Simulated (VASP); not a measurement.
Set up this calculation in VASP 6.6.1, as the native input.

```yaml
Task: relaxation of cell and atoms
Functional: PBEsol
Potentials_or_basis: VASP PAW PBE potentials, release 64 (Sc_sv, Al)
Cutoff: 600 eV
k_mesh: 10 × 10 × 10
Occupations: methfessel-paxton, width 0.1 eV
Spin: no spin polarisation
Further_INCAR_settings: ALGO = Normal; EDIFF = 1e-06; IBRION = 2; EDIFFG = -0.01; NSW = 90; ISIF = 3
```

The structure of ScAl3 lies in POSCAR:

```
ScAl3
1.0
    4.0878065700      0.0000000000      0.0000000000
    0.0000000000      4.0878065700      0.0000000000
    0.0000000000      0.0000000000      4.0878065700
Sc Al
1 3
Direct
    0.0000000000      0.0000000000      0.0000000000
    0.5000000000      0.0000000000      0.5000000000
    0.0000000000      0.5000000000      0.5000000000
    0.5000000000      0.5000000000      0.0000000000
```

The cell is a database's computed one.

The input as run:

INCAR

```
SYSTEM = ScAl3
ALGO = Normal
EDIFF = 1E-6
EDIFFG = -0.01
ENCUT = 600
GGA = PS
IBRION = 2
ISIF = 3
ISMEAR = 1
LASPH = .TRUE.
LCHARG = .FALSE.
LREAL = .FALSE.
LWAVE = .FALSE.
NELM = 80
NSW = 90
PREC = Accurate
SIGMA = 0.1
```

KPOINTS

```
k-points
0
G
  10 10 10
  0 0 0
```

Potentials or basis: VASP PAW PBE potentials, release 64 (Sc_sv, Al).

Launch:

```bash
$ cat potpaw_PBE.64/Sc_sv/POTCAR potpaw_PBE.64/Al/POTCAR > POTCAR
$ mpirun -np 1 vasp_std > vasp.out
```

It gave:

The relaxed volume is 16.89 Å³/atom. The relaxed cell is a = 4.073 Å, b = 4.073 Å, c = 4.073 Å, α = 90.00°, β = 90.00°, γ = 90.00° and the space group after relaxing (to 0.05 Å) is Pm-3m (No. 221). The energy gained by relaxing is 0.6 meV/atom. The ionic steps are 3, the pressure after relaxing is 0.0 GPa and the band gap on the k mesh is none (metal or under the smearing width).

Caveat: the PAW data sets were made with another functional, which shifts forces and pressure a little.

Run time: 83 s on 1 thread of Intel(R) Xeon(R) Platinum 8488C (Sapphire Rapids), with other jobs on the host, peak memory 0.25 GiB.
